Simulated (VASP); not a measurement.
```
BaO
1.0
    0.00000     2.78182     2.78182
    2.78182     0.00000     2.78182
    2.78182     2.78182     0.00000
Ba O
1 1
Cartesian
  0.00000   0.00000   0.00000
  2.78182   2.78182   2.78182
```

Method: optB86b-vdW, VASP's PBE PAW potentials (set 64) (plane waves; VASP). Run with 520 eV cut-off, Gaussian smearing of 0.050 eV, potentials Ba_sv O.

Unless said otherwise, spin-orbit coupling is left out, though it shifts the bands of the heavy elements here.

Question: Give the energies of bands 6 to 11 at the high-symmetry points, in eV from the valence-band maximum.

Answer: 
```json
[
 {"band": "6", "Γ": "-0.31", "X": "-0.14", "U": "-0.90", "L": "-1.96", "W": "-1.28"},
 {"band": "7", "Γ": "-0.31", "X": "-0.14", "U": "-0.70", "L": "-1.41", "W": "-0.20"},
 {"band": "8", "Γ": "-0.31", "X": "0.00", "U": "-0.14", "L": "-1.41", "W": "-0.20"},
 {"band": "9", "Γ": "3.48", "X": "2.01", "U": "3.43", "L": "4.91", "W": "4.61"},
 {"band": "10", "Γ": "4.69", "X": "5.96", "U": "6.53", "L": "7.13", "W": "4.61"},
 {"band": "11", "Γ": "4.69", "X": "8.90", "U": "6.97", "L": "7.13", "W": "6.83"}
]
```

The gap is direct, 2.01 eV, from the valence maximum at X to the conduction minimum at X.

Measured: gap 4.40 eV (computed value off by -2.39 eV), as given by Abedi et al., (2022), arXiv:2211.14644.

The compound is BaO in the rock salt structure. It was relaxed first.
